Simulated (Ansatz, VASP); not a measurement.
# SiCF2 (F-SiC-F chair monolayer): VASP beside Ansatz, part 2 of 2

Aim: how closely do two programs agree when they are given the same cell, functional and k mesh? The structure shown is the start of the Ansatz relaxation below; VASP solves that cell, so the two are compared at the walk's first step.

VASP 6.6.1 and Ansatz 0.2.0.

So far: Set-up; Ansatz: relaxation, LDA.

**3. VASP: single point, LDA, start cell**

Level of this step: LDA; plane waves and PAW (F, C, Si) (VASP).

The same cell, functional (in two slightly different forms), mesh and smearing now go to VASP, with its own data sets.

Lines of VASP's logs that name or quote its potential files are left out, and so is its time.

Input file INCAR:

```
SYSTEM = SiCF2
PREC = Accurate
ENCUT = 520
EDIFF = 1E-06
NELM = 120
ISMEAR = -1
SIGMA = 0.05
LREAL = .FALSE.
ALGO = Normal
GGA = CA
NBANDS = 17
LORBIT = 11
LWAVE = .FALSE.
LCHARG = .FALSE.
ISIF = 2
LDIPOL = .TRUE.
IDIPOL = 3
DIPOL = 0.5 0.5 0.498
LVHAR = .TRUE.
LASPH = .TRUE.
GGA_COMPAT = .FALSE.
EFERMI = MIDGAP
NELMDL = -8
```

Input file POSCAR:

```
SiCF2
1.0
    3.0855000000      0.0000000000      0.0000000000
   -1.5427500000      2.6721210000      0.0000000000
    0.0000000000      0.0000000000     38.2333330000
F C Si
2 1 1
Direct
    0.6666666667      0.3333333333      0.4524847468
    0.3333333333      0.6666666667      0.5475152532
    0.6666666667      0.3333333333      0.4872711464
    0.3333333333      0.6666666667      0.5035745380
```

Input file KPOINTS:

```
Automatic mesh
0
Gamma
12 12 1
0 0 0
```

Potentials, in the order of the species: F, C and Si (LDA family, release 64).

The run is started by

```bash
> mpirun -np 1 vasp_std
```

Numbers of over 12 decimals in the logs are rounded to 6 here.

The log of the run:

```text
[banner, memory and clock lines left out]
running    1 mpi-ranks, on    1 nodes
 distrk:  each k-point on    1 cores,    1 groups
 distr:  one band on    1 cores,    1 groups

 POSCAR found type information on POSCAR F C Si
 POSCAR found :  3 types and       4 ions
 LDA part: xc-table for (Slater(with rela. corr.)+CA(PZ))
 , standard interpolation
 POSCAR, INCAR and KPOINTS ok, starting setup
 FFT: planning ... GRIDC
 FFT: planning ... GRID_SOFT
 FFT: planning ... GRID
 WAVECAR not read
 entering main loop
       N       E                     dE             d eps       ncg     rms          rms(c)
DAV:   1     0.179200311810E+03    0.17920E+03   -0.86645E+03   782   0.919E+02
DAV:   2    -0.352777252796E+01   -0.18273E+03   -0.17221E+03   974   0.213E+02
DAV:   3    -0.271704811829E+02   -0.23643E+02   -0.23528E+02   824   0.919E+01
DAV:   4    -0.275881926598E+02   -0.41771E+00   -0.41720E+00   927   0.133E+01
DAV:   5    -0.275921175921E+02   -0.39249E-02   -0.39241E-02   912   0.133E+00
DAV:   6    -0.275922231189E+02   -0.10553E-03   -0.10547E-03   914   0.201E-01
DAV:   7    -0.275922270218E+02   -0.39029E-05   -0.39020E-05   923   0.350E-02
DAV:   8    -0.275922271804E+02   -0.15862E-06   -0.15856E-06   868   0.680E-03    0.103E+01
DAV:   9    -0.257948831141E+02    0.17973E+01   -0.47691E+00   894   0.147E+01    0.521E+00
DAV:  10    -0.256286956314E+02    0.16619E+00   -0.40335E-01   865   0.474E+00    0.190E+00
DAV:  11    -0.256000583975E+02    0.28637E-01   -0.43113E-02   899   0.186E+00    0.766E-01
DAV:  12    -0.255966760895E+02    0.33823E-02   -0.11940E-02   838   0.909E-01    0.131E-01
DAV:  13    -0.255966403824E+02    0.35707E-04   -0.11221E-03   846   0.285E-01    0.735E-02
DAV:  14    -0.255967615319E+02   -0.12115E-03   -0.36817E-04   800   0.152E-01    0.258E-02
[...]
DAV:  18    -0.255970852032E+02   -0.50940E-04   -0.60292E-06   870   0.209E-02    0.302E-03
DAV:  19    -0.255971468375E+02   -0.61634E-04   -0.83494E-06   794   0.195E-02    0.135E-03
DAV:  20    -0.255971628966E+02   -0.16059E-04   -0.10884E-06   821   0.715E-03    0.111E-03
DAV:  21    -0.255971714662E+02   -0.85697E-05   -0.22227E-07   681   0.261E-03    0.559E-04
DAV:  22    -0.255971781705E+02   -0.67042E-05   -0.18788E-07   653   0.203E-03    0.352E-04
DAV:  23    -0.255971811158E+02   -0.29453E-05   -0.69559E-08   647   0.115E-03    0.191E-04
DAV:  24    -0.255971824376E+02   -0.13217E-05   -0.11868E-08   716   0.600E-04    0.773E-05
DAV:  25    -0.255971832821E+02   -0.84457E-06   -0.66872E-09   613   0.409E-04
   1 F= -.25597183E+02 E0= -.25597183E+02  d E =-.135085E-07
```

From OUTCAR (step 3):

```text
ion  position               nearest neighbor table
   1  0.667  0.333  0.452-   3 1.33
   2  0.333  0.667  0.548-   4 1.68
   3  0.667  0.333  0.487-   1 1.33   4 1.89   4 1.89   4 1.89
   4  0.333  0.667  0.504-   2 1.68   3 1.89   3 1.89   3 1.89

  LATTYP: Found a hexagonal cell.
 ALAT       =     3.0855000000
 C/A-ratio  =    12.3912924972

 Subroutine GETGRP returns: Found  6 space group operations
 (whereof  6 operations were pure point group operations)

The static configuration has the point symmetry C_3v.

 Found     19 irreducible k-points:

   k-points           NKPTS =     19   k-points in BZ     NKDIM =     19   number of bands    NBANDS=     17

   dimension x,y,z NGX =    24 NGY =   24 NGZ =  288
   dimension x,y,z NGXF=    48 NGYF=   48 NGZF=  576

   ENCUT  =  520.0 eV  38.22 Ry    6.18 a.u.   5.74  5.74 71.09*2*pi/ulx,y,z

   NELECT =      22.0000    total number of electrons

 k-points in reciprocal lattice and weights: Automatic mesh
   0.00000000  0.00000000  0.00000000       0.007
   0.08333333 -0.00000000  0.00000000       0.042
   0.16666667  0.00000000  0.00000000       0.042
   0.25000000  0.00000000  0.00000000       0.042
   0.33333333 -0.00000000  0.00000000       0.042
   0.41666667  0.00000000  0.00000000       0.042
   0.50000000  0.00000000  0.00000000       0.021
   0.08333333  0.08333333  0.00000000       0.042
   0.16666667  0.08333333  0.00000000       0.083
[...]
0.33333333  0.25000000  0.00000000       0.083
   0.33333333  0.33333333  0.00000000       0.014

 dipolmoment           0.000000      0.000000      0.062029 electrons x Angstroem

 average (electrostatic) potential at core
       1 -86.3782       2 -84.9896       3 -65.1710       4 -96.6916

 E-fermi :  -5.2673

 k-point     1 :       0.0000    0.0000    0.0000
  band No.  band energies     occupation
    ...
      7     -11.5895      2.00000
      8      -9.5584      2.00000
      9      -9.5584      2.00000
     10      -6.0325      2.00000
     11      -6.0325      2.00000
     12      -4.5500      0.00000
     13      -0.4601      0.00000
     14       0.6273      0.00000
     15       0.9758      0.00000
     16       1.2655      0.00000
    ...

 k-point     2 :       0.0833   -0.0000    0.0000
  band No.  band energies     occupation
    ...
      7     -11.5453      2.00000
      8      -9.6618      2.00000
      9      -9.5817      2.00000
     10      -6.4696      2.00000
     11      -6.1439      2.00000
     12      -4.2761      0.00000
     13      -0.2605      0.00000
     14       0.7680      0.00000
     15       1.0338      0.00000
     16       1.1373      0.00000
    ...

 k-point     3 :       0.1667    0.0000    0.0000
  band No.  band energies     occupation
    ...
      7     -11.5627      2.00000
      8      -9.9159      2.00000
      9      -9.6449      2.00000
     10      -7.3746      2.00000
     11      -6.4109      2.00000
     12      -3.7314      0.00000
     13      -0.1698      0.00000
     14       0.8153      0.00000
     15       1.3740      0.00000
     16       1.5967      0.00000
    ...

  Total        0.5828969      0.5828967     -0.1976105     -0.0000000      0.0000000      0.0000000
  in kB        2.9626374      2.9626365     -1.0043770     -0.0000000      0.0000000      0.0000000
  external PRESSURE =       1.6402990 kB  Pullay stress =       0.0000000 kB

  energy-cutoff  :      520.00
  volume of cell :      315.23
      direct lattice vectors                 reciprocal lattice vectors
     3.085500000  0.000000000  0.000000000     0.324096581  0.187117275  0.000000000
    -1.542750000  2.672121000  0.000000000     0.000000000  0.374234550  0.000000000
     0.000000000  0.000000000 38.233333000     0.000000000  0.000000000  0.026155188

 POSITION                                       TOTAL-FORCE (eV/Angst)
 -----------------------------------------------------------------------------------
      1.54275      0.89071     17.30000        -0.000000      0.000000     -3.331184
     -0.00000      1.78141     20.93333        -0.000000      0.000000     -2.645155
      1.54275      0.89071     18.63000         0.000000     -0.000000      3.453754
     -0.00000      1.78141     19.25333        -0.000000     -0.000000      2.522585
 -----------------------------------------------------------------------------------
    total drift:                               -0.000000      0.000008     -0.000357

  FREE ENERGIE OF THE ION-ELECTRON SYSTEM (eV)
  ---------------------------------------------------
  free  energy   TOTEN  =       -25.5971832821 eV

  energy  without entropy=      -25.5971832686  energy(sigma->0) =      -25.59718328

 vacuum level on the upper side and lower side of the slab         2.210         0.848

 total charge
# of ion       s       p       d       tot
------------------------------------------
    1        1.740   4.381   0.000   6.121
    2        1.738   4.319   0.000   6.057
    3        0.823   1.699   0.000   2.522
    4        0.728   0.954   0.000   1.682
--------------------------------------------------
tot          5.030  11.353   0.000  16.382

[... 3 further parts left out ...]
```

**4. Side by side**

Known differences besides the potentials themselves: the two LDA forms differ slightly; Ansatz cuts the interaction across the vacuum, VASP repeats the sheet with a dipole correction; the cutoff is 420 eV in Ansatz and 520 eV in VASP; VASP's log shows a relativistic correction to its local exchange, Ansatz's none. Total energies have different zeros and are not compared.

Forces (eV/Å; atoms numbered as in POSCAR):

```tsv
atom	Ansatz x, y, z	VASP x, y, z
F1	0.000, 0.000, -2.804	0.000, 0.000, -3.331
F2	0.000, 0.000, -2.842	0.000, 0.000, -2.645
C3	0.000, 0.000, 2.966	0.000, 0.000, 3.454
Si4	0.000, 0.000, 2.679	0.000, 0.000, 2.523
```

The forces differ by 220 meV/Å r.m.s., which is 12.6 % of the r.m.s. force of 1.741 eV/Å (both taken over all components). With vacuum in the cell, a pressure given here is an average over mostly empty space and none of the material.

**5. What came out**

| Property | Result |
| --- | --- |
| r.m.s. force difference (single point, LDA, start cell) | 13 % of the r.m.s. force |

What this shows: The r.m.s. force difference is 13 % of the r.m.s. force (single point, LDA, start cell), beyond the 3 % picked in this series as the mark of a large difference. What causes the difference of the single point, LDA, start cell pair stays open here. 1 further run of this series is not shown here. Such differences can come from data sets, numerical settings and the points named under the comparisons, not from the functional's error against experiment.

[Lines on the potential files, build, host, timing and source positions are cut from VASP's logs without a mark.]

[Logs are printed without paths, hosts, clocks, repeated set-up lines and the standing remarks that a program may print on its own settings, such as how far it seeks lower states.]

[Hosts, paths, dates, database ids (printed as entryN), source tags and the programs' standing remarks are cut or masked in the printed files.]
